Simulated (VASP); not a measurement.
OSZICAR of a VASP run on Ir (fcc):

**OSZICAR**
```
       N       E                     dE             d eps       ncg     rms          rms(c)
DAV:   1     0.415114975225E+02    0.41511E+02   -0.44286E+03  2368   0.100E+03
DAV:   2    -0.981142997267E+01   -0.51323E+02   -0.49341E+02  2344   0.207E+02
DAV:   3    -0.104108373856E+02   -0.59941E+00   -0.59605E+00  3432   0.299E+01
DAV:   4    -0.104139976353E+02   -0.31602E-02   -0.31596E-02  2816   0.152E+00
DAV:   5    -0.104140195082E+02   -0.21873E-04   -0.21874E-04  3472   0.838E-02    0.171E+01
DAV:   6    -0.990582817958E+01    0.50819E+00   -0.10232E+00  2736   0.141E+01    0.696E+00
DAV:   7    -0.980669998558E+01    0.99128E-01   -0.33045E-01  3016   0.741E+00    0.156E+00
DAV:   8    -0.980135078812E+01    0.53492E-02   -0.17603E-03  2600   0.656E-01    0.786E-01
DAV:   9    -0.979925150966E+01    0.20993E-02   -0.15146E-03  2928   0.675E-01    0.261E-02
DAV:  10    -0.979925296643E+01   -0.14568E-05   -0.56509E-06  3184   0.294E-02    0.726E-03
DAV:  11    -0.979925391884E+01   -0.95242E-06   -0.49240E-07  2208   0.597E-03
   1 F= -.80816640E+01 E0= -.80815647E+01  d E =-.808166E+01
       N       E                     dE             d eps       ncg     rms          rms(c)
DAV:   1    -0.100532184699E+02   -0.25397E+00   -0.29821E+01  2528   0.918E+01    0.148E+01
DAV:   2    -0.944162907118E+01    0.61159E+00   -0.12112E+00  2616   0.164E+01    0.342E+00
DAV:   3    -0.934392201836E+01    0.97707E-01   -0.33358E-01  2848   0.797E+00    0.792E-01
DAV:   4    -0.934344757076E+01    0.47445E-03   -0.52523E-03  3312   0.574E-01    0.406E-01
DAV:   5    -0.934401981011E+01   -0.57224E-03   -0.16690E-03  3104   0.311E-01    0.185E-02
DAV:   6    -0.934406581210E+01   -0.46002E-04   -0.33038E-05  3072   0.489E-02    0.610E-03
DAV:   7    -0.934406731398E+01   -0.15019E-05   -0.93588E-07  2472   0.776E-03    0.145E-03
DAV:   8    -0.934406742990E+01   -0.11592E-06   -0.38484E-08  1288   0.213E-03
   2 F= -.78337372E+01 E0= -.78336373E+01  d E =0.247927E+00
       N       E                     dE             d eps       ncg     rms          rms(c)
DAV:   1    -0.102719905215E+02   -0.92792E+00   -0.20600E+01  2552   0.767E+01    0.756E+00
DAV:   2    -0.982893123705E+01    0.44306E+00   -0.10996E+00  2560   0.146E+01    0.409E+00
DAV:   3    -0.977382492057E+01    0.55106E-01   -0.23375E-01  2880   0.620E+00    0.122E+00
DAV:   4    -0.977337980152E+01    0.44512E-03   -0.29667E-03  3120   0.589E-01    0.420E-01
DAV:   5    -0.977353308272E+01   -0.15328E-03   -0.46240E-04  3248   0.190E-01    0.693E-02
DAV:   6    -0.977356800008E+01   -0.34917E-04   -0.16567E-05  3128   0.289E-02    0.762E-03
DAV:   7    -0.977356819966E+01   -0.19958E-06   -0.33325E-07  1752   0.527E-03
   3 F= -.80912604E+01 E0= -.80911539E+01  d E =-.959648E-02
       N       E                     dE             d eps       ncg     rms          rms(c)
DAV:   1    -0.977204127835E+01    0.15267E-02   -0.16632E-03  2488   0.684E-01    0.748E-02
DAV:   2    -0.977200490019E+01    0.36378E-04   -0.88362E-05  2584   0.133E-01    0.259E-02
DAV:   3    -0.977200072719E+01    0.41730E-05   -0.19850E-05  2808   0.580E-02    0.634E-03
DAV:   4    -0.977200101296E+01   -0.28577E-06   -0.42196E-07  1224   0.681E-03
   4 F= -.80912861E+01 E0= -.80911792E+01  d E =-.962209E-02
```

Which electronic solver shows in the log?

It is blocked Davidson (ALGO = Normal, or the opening steps of other solvers). The INCAR had ALGO = Normal.

Can the final energy be trusted as converged?

The run converged. It stopped with EDIFF = 1E-6, NELM = 100, NSW = 40 and EDIFFG = -0.02 after 4 ionic steps (PBEsol GGA, plane waves, VASP's PBE PAW potentials (set 64)). Energy and stress use the plane-wave basis of the starting cell.

The compound is Ir in the fcc structure. This run relaxes it under an external pressure of 20 GPa. Symmetry was kept, so distortions that lower it aren't found.
